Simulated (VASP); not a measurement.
Here is the system:

```
CELL_PARAMETERS angstrom
      3.02988     0.00000     0.00000
      0.00000     2.92501     0.00000
      0.00000     0.00000     2.91617
ATOMIC_POSITIONS crystal
  Al 0.50000 0.50000 0.50000
  Ru 0.03147 0.00000 0.00000
```

Method: AM05 GGA, VASP's PBE PAW potentials (set 64) (plane waves; VASP 6.6.1). Settings: 400 eV cut-off, 11×11×11 Γ-centred mesh, first-order Methfessel-Paxton smearing of 0.10 eV, potentials Al Ru_pv.

Q: Give the force on each atom (eV/Å).

A: 
```csv
atom,Fx,Fy,Fz
Al1,0.891,0.000,0.000
Ru2,-0.891,0.000,0.000
```

Q: Give the stress tensor in GPa (positive for a compressed cell).

A: 
```
-0.35   0.00   0.00
 0.00   6.63   0.00
 0.00   0.00   7.15
```
The pressure is its mean diagonal, 4.47 GPa.

The compound is RuAl in the CsCl type structure. The cell was not relaxed at this level, atoms are displaced from their ideal sites. The run is one of a series of settings (GGA = AM against the base run), some of them coarse on purpose. The electron count is odd and the run is not spin-polarised, which forces a metal.
